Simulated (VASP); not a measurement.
ZnO:

```
CELL_PARAMETERS angstrom
3.24931 0.00000 0.00000
-1.62465 2.81398 0.00000
0.00000 0.00000 5.20571
ATOMIC_POSITIONS crystal
Zn 0.33333 0.66667 0.50000
Zn 0.66667 0.33333 0.00000
O 0.66667 0.33333 0.37901
O 0.33333 0.66667 0.87901
```

* Program: VASP 6.6.1
* Task: relaxation of cell and atoms
* Functional: PBE
* Potentials or basis: VASP PAW PBE potentials, release 64 (Zn, O)
* Cutoff: 700 eV
* k mesh: 12 × 12 × 6
* Occupations: gaussian, width 0.02 eV
* Spin: no spin polarisation

At the start: pressure 5.8 GPa; volume 11.90 Å³/atom.

Q: How do energy, volume and symmetry change on relaxing?

A: Over 11 steps the energy falls by 8.9 meV/atom and the volume is 12.39 Å³/atom (+4.1 %); space group P6_3mc (No. 186, to 0.05 Å).

The path:
| step | energy change (eV) | largest force (eV/Å) | pressure (GPa) | volume (Å³) |
| --- | --- | --- | --- | --- |
| 1 | 0.0000 | 0.0739 | 5.82 | 47.60 |
| 2 | -0.0262 | 0.0273 | -2.64 | 50.64 |
| 3 | -0.0353 | 0.0007 | 0.01 | 49.57 |
| 4 | -0.0353 | 0.0017 | -0.11 | 49.61 |
| 5 | -0.0353 | 0.0098 | 0.05 | 49.55 |
| 6 | -0.0353 | 0.0105 | 0.04 | 49.54 |
| 7 | -0.0353 | 0.0118 | 0.07 | 49.53 |
| 8 | -0.0353 | 0.0108 | 0.08 | 49.54 |
| 9 | -0.0354 | 0.0107 | 0.01 | 49.56 |
| 10 | -0.0354 | 0.0105 | -0.03 | 49.57 |
| 11 | -0.0354 | 0.0005 | -0.01 | 49.56 |

Final structure:
```
CELL_PARAMETERS angstrom
3.28564 0.00000 0.00000
-1.64282 2.84545 0.00000
0.00000 0.00000 5.30150
ATOMIC_POSITIONS crystal
Zn 0.33333 0.66667 0.49993
Zn 0.66667 0.33333 0.99993
O 0.66667 0.33333 0.37908
O 0.33333 0.66667 0.87908
```
